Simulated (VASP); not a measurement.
# SnO2: energy against the displacement of an atom

SnO2 (rutile, P4_2/mnm, 11.912 Å³/atom and stress up to 0.17 GPa in the relaxed cell, c along z) under a displacement u of the O atom at (3.282, 3.282, 0.000) Å, one of 6 in the cell, and of all its periodic images, along (0, 0, 1). LDA in VASP (plane waves, PAW), 600 eV, 8×8×10 Γ-centred mesh, Gaussian smearing 0.05 eV; the cell and the other atoms are held.

Here q stands for square of the displacement and y for E less E0.

```
square of the displacement (Å²)  E less E0 (meV/cell)
-------------------------------  --------------------
0.0000                                            0.0
0.0004                                            2.6
0.0016                                           10.5
0.0049                                           32.3
0.0324                                              ?
```

The 4 complete rows are fitted with a straight line, y against q. Means: q 0.0017250, y 11.35. About the means, the sum of products is 0.097795 and the sum of squares of q is 1.4827e-5; the slope is their ratio. Least squares gives y = -0.03 + 6596·q. Residuals (row less fit): 0.03, -0.01, -0.02, 0.01; standard error 0.03 (degrees of freedom: 2). The runs give the same energy for u and −u. Twice the slope is the force constant of this zone-centre displacement, 13.19 ± 0.01 eV/Å².

Problem. Estimate the missing y (q = 0.0324); what did the run itself give?

Solution. y = -0.03 + 6596 × 0.0324 = 213.68 meV/cell. The calculation gives 216.4 meV/cell, 2.72 meV/cell above the prediction (1.3 % of the range of y in the table). The row lies outside the fitted rows, so this is an extrapolation. The scatter of the fitted rows lies at the last printed digit.

A polynomial of degree 2 through the 6 other runs of the series gives 216.4 there, so most of the miss is curvature that the fit leaves out. Rows are the converged runs of the series near zero and its far end, less any whose ions stayed unrelaxed beside relaxed ones; series whose fitted rows scatter by over a few per cent of the range, as at a crossing or softening among them, aren't shown in this form. Most that stay on the fit to the last digits aren't either.
